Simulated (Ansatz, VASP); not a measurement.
Two plane-wave programs on CdGe3

```xyz
4
Lattice="4.0360 0.0000 0.0000 0.0000 4.0360 0.0000 0.0000 0.0000 4.0576" Properties=species:S:1:pos:R:3 pbc="T T T"
Ge    0.0000    2.0180    2.0288
Ge    2.0180    0.0000    2.0288
Ge    2.0180    2.0180    0.0000
Cd    0.0000    0.0000    0.0000
```

Alike in both runs: task single point; functional PBE; k mesh 8 × 8 × 8; no spin polarisation.

|  | VASP | Ansatz |
| --- | --- | --- |
| version | VASP 6.6.1 | Ansatz 0.2.0 |
| potentials or method | VASP PAW PBE potentials, release 64 (Ge_d, Cd) | PAW plane waves |
| plane-wave cutoff (eV) | 520 | 420 |
| occupations | fermi-dirac, width 0.1 eV | fermi-dirac |
| valence electrons in the cell | 54 | 62 |

```csv
,VASP,Ansatz,Ansatz less VASP
pressure (GPa),22.6,22.1,-0.49
largest component of the traceless stress (GPa),0.27,0.27,+0.003
```

The two sets of potentials don't hold the same shells in valence.

Caveats: so large a pressure means that the cell lies far from this level's equilibrium, or that cutoff or potentials fall short (VASP).
